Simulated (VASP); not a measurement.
An input for Ansatz (written as the equivalent of a VASP run, and not itself run):

Ansatz 0.2 input:
```yaml
crystal:
  lattice:
    - [0.0000000, 2.3324950, 2.3324950]
    - [2.3324950, 0.0000000, 2.3324950]
    - [2.3324950, 2.3324950, 0.0000000]
  atoms:
    - { symbol: Ag, position: [0.0000000, 0.0000000, 0.0000000] }
    - { symbol: F, position: [0.2500000, 0.2500000, 0.2500000] }
kpoints:
  mp_grid: { grid: [9, 9, 9] }
hamiltonian:
  xc: pbesol
  pseudopotentials: { kind: paw }
scf:
  occupations: { method: gaussian, width: 0.05 }
  max_iter: 100
relax:
  max_steps: 60
  f_tol: 0.01
  cell: {}
output: { forces: true, stress: true, eigenvalues: true }
```

Question: Write the VASP files for the same calculation (PBEsol).

Answer: Several could match; the one computed here: 
**KPOINTS**
```
kpoints
0
G
 9 9 9
0 0 0
```

### POSCAR
```
AgF
1.0
  0.0000000000   2.3324950000   2.3324950000
  2.3324950000   0.0000000000   2.3324950000
  2.3324950000   2.3324950000   0.0000000000
Ag F
1 1
direct
  0.0000000000   0.0000000000   0.0000000000
  0.2500000000   0.2500000000   0.2500000000
```

INCAR:
```
ISMEAR = 0   # Gaussian
EDIFF = 1E-6   # SCF stop (eV)
NSW = 60   # most ionic steps
ISIF = 3   # ions, shape and volume
LREAL = F
EDIFFG = -0.01   # ionic stop
SIGMA = 0.05   # width (eV)
ALGO = Normal   # blocked Davidson
NELM = 100
ENCUT = 520   # plane-wave cut-off (eV)
GGA = PS   # PBEsol
LCHARG = F
LASPH = T
LWAVE = F
SYSTEM = AgF
PREC = Accurate
IBRION = 2   # conjugate gradients
LMAXMIX = 4   # l cut-off of mixed one-centre charges
```

POTCAR, in this order: Ag F (PBE.64 set). Program: vasp_std.

Limits of the translation: each code has its own PAW files, so the cut-off isn't converted (ENCUT is set for VASP's; basis.ecutwfc is left out, and Ansatz then takes the one that its files recommend); Ansatz stops its SCF on the density residual and VASP on the energy change (EDIFF).

The structure was generated: AgF was put into the zinc blende type (F-43m), which need not be its known phase. This run relaxes it. Symmetry was kept, so distortions that lower it aren't found.
